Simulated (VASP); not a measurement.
Input:

```xyz
3
Lattice="1.5747 -2.7275 0.0000 1.5747 2.7275 0.0000 0.0000 0.0000 3.5218" Properties=species:S:1:pos:R:3 pbc="T T T"
Zr     0.0000     0.0000     0.0000
B      1.5747     0.9092     1.7609
B      1.5747    -0.9092     1.7609
```

Level of theory: PBE GGA with D3 dispersion (zero damping), VASP's PBE PAW potentials (set 64) (plane waves; VASP). Numerical set-up: 520 eV cut-off, Gaussian smearing of 0.050 eV, potentials Zr_sv B.

Task: Predict the band gap (along the path) with the smallest direct gap where there is one.

Result: 
The band gap (along the path) is none (metal, semimetal or under 0.01 eV).

The absolute energy has meaning only against runs of the same code, potentials and settings.

The compound is ZrB2 in the AlB2 type structure. It was relaxed first.
